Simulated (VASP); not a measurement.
Data:

```yaml
crystal:
  lattice:
    - [6.35500, -0.02391, -0.02391]
    - [-0.02391, 6.35500, -0.02391]
    - [-0.02391, -0.02391, 6.35500]
  atoms:
    - { symbol: Sn, position: [0.01042, 0.98708, 0.98708] }
    - { symbol: Sn, position: [0.23958, 0.26292, 0.26292] }
    - { symbol: Sn, position: [0.48708, 0.51042, 0.98708] }
    - { symbol: Sn, position: [0.76292, 0.73958, 0.26292] }
    - { symbol: Sn, position: [0.48708, 0.98708, 0.51042] }
    - { symbol: Sn, position: [0.76292, 0.26292, 0.73958] }
    - { symbol: Si, position: [0.01196, 0.51196, 0.51196] }
    - { symbol: Si, position: [0.23804, 0.73804, 0.73804] }
```

The numbers are results of modified Becke-Johnson potential (mBJ), VASP's PBE PAW potentials (set 64) (plane waves; VASP 6.6.1), not measurements. Numerical set-up: 400 eV cut-off, 4×4×4 Γ-centred mesh, Gaussian smearing of 0.050 eV, potentials Sn_d Si.

mBJ is a potential without an energy functional, so only the levels count. Unless said otherwise, spin-orbit coupling is left out, though it shifts the bands of the heavy elements here.

Task: Estimate the band gap (over mesh and band path) with the smallest direct gap where there is one.

Result: 
band gap (over mesh and band path): 0.04 eV
smallest direct gap (over mesh and band path): 0.19 eV

Total energies compare only between runs with the same potentials, cut-off and functional.

The structure was generated: Sn6Si2 was put into an ordered model structure (R-3m), which need not be its known phase. It was relaxed first, which changed the volume by +6 %. The cell's shape comes from a PBE relaxation.
